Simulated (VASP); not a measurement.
Runs of VASP 6.6.1 on MoI. The structure is cubic, space group F-43m (No. 216). The conventional cell has a = 6.358 Å, b = 6.358 Å, c = 6.358 Å, α = 90.00°, β = 90.00°, γ = 90.00°. Around Mo (site symmetry -43m) lie 4 I at 2.75 Å. I (site symmetry -43m) is surrounded by 4 Mo at 2.75 Å. The cell was built by a generator and needn't be a form met in nature.

```csv
level,potentials or basis,further INCAR settings,pressure (GPa)
LDA,"VASP PAW LDA potentials, release 64 (Mo_sv, I)",ALGO = Fast; EDIFF = 1e-06,-11.5
AM05,"VASP PAW PBE potentials, release 64 (Mo_sv, I)",ALGO = Fast; EDIFF = 1e-06,-9.9
SCAN,"VASP PAW PBE potentials, release 64 (Mo_sv, I)",ALGO = Normal; EDIFF = 1e-06,-8.6
PBEsol,"VASP PAW PBE potentials, release 64 (Mo_sv, I)",ALGO = Fast; EDIFF = 1e-06,(a)
TPSS,"VASP PAW PBE potentials, release 64 (Mo_sv, I)",ALGO = Normal; EDIFF = 1e-06,(b)
```

Alike in all rows: task band structure; no spin polarisation; cell as given; k mesh 7 × 7 × 7; cutoff (eV) 520; smearing fermi-dirac 0.05 eV.

Task: Estimate the missing entries.

Result: (a) -10.2; (b) -7.5.

Caveats: an odd number of electrons without spin polarisation forces a metal; a magnetic or distorted state may lie lower; the PAW data sets were made with another functional, which shifts forces and pressure a little (some runs).
